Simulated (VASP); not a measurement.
All values below come from PBE GGA, VASP's PBE PAW potentials (set 64) (plane waves; VASP).

The input files of a VASP run:

File KPOINTS:
```
Automatic mesh
0
Gamma
6 6 3
0 0 0
```

### POSCAR
```
ZnS
1.0
  3.8471930362   0.0000000000   0.0000000000
 -1.9235965181   3.3317664052   0.0000000000
  0.0000000000   0.0000000000   6.3047121712
Zn S
2 2
Cart
 -0.0000019236   2.2211787141   0.0013866187
  1.9235984417   1.1105876911   3.1537427043
 -0.0000019236   2.2211787141   2.3628804455
  1.9235984417   1.1105876911   5.5152365311
```

### INCAR
```
! general
SYSTEM   =  ZnS
PREC     =  Accurate
ENCUT    =  480
LREAL    =  .False.   ! projection in real space or not
LASPH    =  .True.

! electronic loop
EDIFF    =  1E-6   ! SCF stop (eV)
NELM     =  100   ! most electronic steps
ALGO     =  Normal
LMAXMIX  =  4   ! l cut-off of mixed one-centre charges

! smearing
ISMEAR   =  0   ! Gaussian
SIGMA    =  0.05

! functional
GGA      =  PE   ! PBE

! ions
IBRION   =  2   ! conjugate gradients
NSW      =  60
ISIF     =  3
EDIFFG   =  -0.02

! output
LWAVE    =  .False.
LCHARG   =  .False.
```

POTCAR, in this order: Zn S (PBE.64 set). Program: vasp_std.

**Question.** What will the output report for the number of irreducible k-points (NKPTS), largest plane-wave count, number of space-group operations, FFT grid (NGX, NGY, NGZ)?

**Answer.** 
```yaml
number of irreducible k-points (NKPTS): 14
largest_plane_wave_count: 1953
number_of_space_group_operations: 12
FFT grid (NGX, NGY, NGZ): 28 × 28 × 48
```

The structure comes from a computed database's ZnS entry (P6_3mc); how it stands against other phases isn't given here. It was relaxed first. The start is the result of an earlier pass.
